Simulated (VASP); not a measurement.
These are r2SCAN meta-GGA, VASP's PBE PAW potentials (set 64) (plane waves; VASP) values and carry that method's errors.

VASP input:

**POSCAR**
```
CdHgSe2
1
    4.3269710897     0.0000000000     0.0000000000
    0.0000000000     4.3269710897     0.0000000000
   -0.0000000000     0.0000000000     6.1029245036
Cd Hg Se
1 1 2
Direct
  0.5000000000   0.5000000000   0.5000000000
  1.0000000000   0.0000000000   0.0000000000
  0.0000000000   0.5000000000   0.2529294977
  0.5000000000   0.0000000000   0.7470705023
```

KPOINTS:
```
Automatic mesh
0
Gamma
7 7 5
0 0 0
```

### INCAR
```
SYSTEM = CdHgSe2
PREC = Accurate
ENCUT = 400
EDIFF = 1E-6
NELM = 100
ALGO = Normal
LREAL = .FALSE.
LASPH = .TRUE.
ISMEAR = 1
SIGMA = 0.1
METAGGA = R2SCAN
LMIXTAU = .TRUE.
LMAXMIX = 6
LWAVE = .FALSE.
LCHARG = .FALSE.
IBRION = 2
ISIF = 3
NSW = 60
EDIFFG = -0.02
```

POTCAR, in this order: Cd Hg Se (PBE.64 set). Program: vasp_std.

Output of the run:

**OSZICAR**
```
       N       E                     dE             d eps       ncg     rms          rms(c)
DAV:   1     0.121883193185E+03    0.12188E+03   -0.15141E+04  1320   0.122E+03
DAV:   2    -0.983670335946E+02   -0.22025E+03   -0.21530E+03  1482   0.319E+02
DAV:   3    -0.110224355644E+03   -0.11857E+02   -0.11812E+02  1572   0.755E+01
DAV:   4    -0.110323793411E+03   -0.99438E-01   -0.99387E-01  1422   0.674E+00
DAV:   5    -0.110324682123E+03   -0.88871E-03   -0.88847E-03  1584   0.584E-01    0.986E+00
DAV:   6    -0.103173037172E+03    0.71516E+01   -0.64655E+00  1512   0.347E+01    0.113E+01
DAV:   7    -0.100944155912E+03    0.22289E+01   -0.82306E-01  1332   0.848E+00    0.837E+00
DAV:   8    -0.102109100486E+03   -0.11649E+01   -0.68597E-01  1320   0.822E+00    0.972E-01
DAV:   9    -0.994318080965E+02    0.26773E+01   -0.10499E+00  1326   0.712E+00    0.743E-01
DAV:  10    -0.995786787566E+02   -0.14687E+00   -0.77767E-02  1392   0.229E+00    0.628E-01
DAV:  11    -0.995708811090E+02    0.77976E-02   -0.76414E-04  1578   0.196E-01    0.648E-01
DAV:  12    -0.996673607590E+02   -0.96480E-01   -0.14961E-02  1320   0.102E+00    0.536E-01
DAV:  13    -0.100027905636E+03   -0.36054E+00   -0.37805E-01  1404   0.364E+00    0.298E-01
DAV:  14    -0.100016047638E+03    0.11858E-01   -0.14194E-02  1488   0.867E-01    0.253E-01
DAV:  15    -0.100018917621E+03   -0.28700E-02   -0.15973E-03  1428   0.245E-01    0.205E-01
DAV:  16    -0.100025799587E+03   -0.68820E-02   -0.31769E-03  1332   0.375E-01    0.589E-02
DAV:  17    -0.100027225310E+03   -0.14257E-02   -0.72812E-04  1332   0.216E-01    0.530E-02
DAV:  18    -0.100027316489E+03   -0.91179E-04   -0.10078E-03  1398   0.212E-01    0.998E-02
DAV:  19    -0.100027709904E+03   -0.39342E-03   -0.81431E-04  1350   0.214E-01    0.583E-02
DAV:  20    -0.100027856228E+03   -0.14632E-03   -0.56460E-05  1440   0.583E-02    0.457E-02
DAV:  21    -0.100027939983E+03   -0.83755E-04   -0.43538E-05  1320   0.504E-02    0.235E-02
DAV:  22    -0.100027947240E+03   -0.72561E-05   -0.77976E-06  1356   0.255E-02    0.117E-02
DAV:  23    -0.100027953999E+03   -0.67590E-05   -0.23145E-06  1084   0.146E-02    0.860E-03
DAV:  24    -0.100027954081E+03   -0.81980E-07   -0.50099E-07   936   0.787E-03
   1 F= -.10002795E+03 E0= -.10002804E+03  d E =-.100028E+03
       N       E                     dE             d eps       ncg     rms          rms(c)
DAV:   1    -0.100309300378E+03   -0.28135E+00   -0.66893E+00  1356   0.281E+01    0.461E+00
DAV:   2    -0.100058372824E+03    0.25093E+00   -0.65795E-01  1362   0.102E+01    0.152E+00
DAV:   3    -0.100040087896E+03    0.18285E-01   -0.69983E-02  1362   0.255E+00    0.156E+00
DAV:   4    -0.100009088256E+03    0.31000E-01   -0.33694E-02  1320   0.150E+00    0.245E-01
DAV:   5    -0.100032282041E+03   -0.23194E-01   -0.19933E-02  1320   0.132E+00    0.129E-01
DAV:   6    -0.100034523122E+03   -0.22411E-02   -0.35700E-03  1320   0.527E-01    0.574E-02
DAV:   7    -0.100035269584E+03   -0.74646E-03   -0.85326E-04  1368   0.269E-01    0.227E-02
DAV:   8    -0.100035367740E+03   -0.98155E-04   -0.19790E-04  1344   0.129E-01    0.108E-02
DAV:   9    -0.100035441537E+03   -0.73798E-04   -0.27565E-05  1458   0.437E-02    0.411E-03
DAV:  10    -0.100035459157E+03   -0.17620E-04   -0.11990E-05  1344   0.303E-02    0.120E-03
DAV:  11    -0.100035458559E+03    0.59880E-06   -0.90599E-07   918   0.105E-02
   2 F= -.10003546E+03 E0= -.10003551E+03  d E =-.750448E-02
       N       E                     dE             d eps       ncg     rms          rms(c)
DAV:   1    -0.100061793220E+03   -0.26334E-01   -0.59142E-01  1356   0.820E+00    0.125E+00
DAV:   2    -0.100038708013E+03    0.23085E-01   -0.62965E-02  1362   0.320E+00    0.402E-01
DAV:   3    -0.100037210708E+03    0.14973E-02   -0.68802E-03  1356   0.782E-01    0.420E-01
DAV:   4    -0.100033365946E+03    0.38448E-02   -0.36793E-03  1320   0.506E-01    0.547E-02
DAV:   5    -0.100036716257E+03   -0.33503E-02   -0.23709E-03  1320   0.455E-01    0.367E-02
DAV:   6    -0.100036945848E+03   -0.22959E-03   -0.35071E-04  1320   0.165E-01    0.217E-02
DAV:   7    -0.100037016311E+03   -0.70462E-04   -0.82385E-05  1380   0.852E-02    0.626E-03
DAV:   8    -0.100037023728E+03   -0.74171E-05   -0.19291E-05  1332   0.409E-02    0.363E-03
DAV:   9    -0.100037031375E+03   -0.76473E-05   -0.24032E-06  1200   0.130E-02    0.120E-03
DAV:  10    -0.100037033431E+03   -0.20557E-05   -0.14472E-06   896   0.108E-02    0.343E-04
DAV:  11    -0.100037033316E+03    0.11446E-06   -0.13127E-07   672   0.355E-03
   3 F= -.10003703E+03 E0= -.10003710E+03  d E =-.907924E-02
```

**OUTCAR**
```
------------------------ aborting loop because EDIFF is reached ----------------------------------------
  FORCE on cell =-STRESS in cart. coord.  units (eV):
  Direction    XX          YY          ZZ          XY          YZ          ZX
  --------------------------------------------------------------------------------------
  Total        0.0080861      0.0080861     -0.0107517      0.0000000      0.0000000      0.0000000
  in kB        0.1109654      0.1109654     -0.1475458      0.0000000      0.0000000      0.0000000
  external PRESSURE =       0.0247950 kB  Pullay stress =       0.0000000 kB
  volume of cell :      116.75
      direct lattice vectors                 reciprocal lattice vectors
     4.358453777  0.000000000  0.000000000     0.229439166  0.000000000  0.000000000
     0.000000000  4.358453777  0.000000000     0.000000000  0.229439166  0.000000000
     0.000000000  0.000000000  6.146052530     0.000000000  0.000000000  0.162706061
 POSITION                                       TOTAL-FORCE (eV/Angst)
 -----------------------------------------------------------------------------------
      2.17923      2.17923      3.07303         0.000000      0.000000     -0.000000
      0.00000      0.00000      0.00000        -0.000000      0.000000     -0.000000
      0.00000      2.17923      1.55487         0.000000      0.000000      0.005751
      2.17923      0.00000      4.59118         0.000000      0.000000     -0.005751
 -----------------------------------------------------------------------------------
    total drift:                                0.000000      0.000000      0.000000
  FREE ENERGIE OF THE ION-ELECTRON SYSTEM (eV)
  ---------------------------------------------------
  free  energy   TOTEN  =      -100.0370333162 eV

  energy  without entropy=     -100.0372392966  energy(sigma->0) =     -100.03710198

 reached required accuracy - stopping structural energy minimisation
```
(Selected blocks of OUTCAR.)

### CONTCAR
```
CdHgSe2
   1.00000000000000
     4.3584537765852529    0.0000000000000000    0.0000000000000000
     0.0000000000000000    4.3584537765852529    0.0000000000000000
     0.0000000000000000    0.0000000000000000    6.1460525301980669
  Cd              Hg              Se
     1     1     2
Direct
     0.5000000000000000    0.5000000000000000    0.5000000000000000
     0.0000000000000000    0.0000000000000000    0.0000000000000000
     0.0000000000000000    0.5000000000000000    0.2529870124819104
     0.5000000000000000    0.0000000000000000    0.7470129875180896
```

Energy and stress use the plane-wave basis of the starting cell.

The structure comes from a computed database's CdHgSe2 entry (P-4m2); how it stands against other phases isn't given here. This run relaxes it. Symmetry was kept, so distortions that lower it aren't found. The start is the result of an earlier pass.
